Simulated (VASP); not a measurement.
Given:

```yaml
crystal:
  lattice:
    - [-1.51217, 1.51217, 1.51217]
    - [1.51217, -1.51217, 1.51217]
    - [1.51217, 1.51217, -1.51217]
  atoms:
    - { symbol: V, position: [0.00000, 0.00000, 0.00000] }
```

Calculation: PW91 GGA, VASP's PBE PAW potentials (set 64) (plane waves; VASP). Run with 520 eV cut-off, 17×17×17 Γ-centred mesh, first-order Methfessel-Paxton smearing of 0.10 eV, potentials V_sv.

**Question.** Give the stress tensor in GPa (positive for a compressed cell).

**Answer.** 
```
-4.82   0.00   0.00
 0.00  -4.82   0.00
 0.00   0.00  -4.82
```
The pressure is its mean diagonal, -4.82 GPa.

The compound is V in the bcc structure. This cell is one point of a volume scan, at 1.03 of the reference volume. The run is not spin-polarised, so no magnetic state was tried.
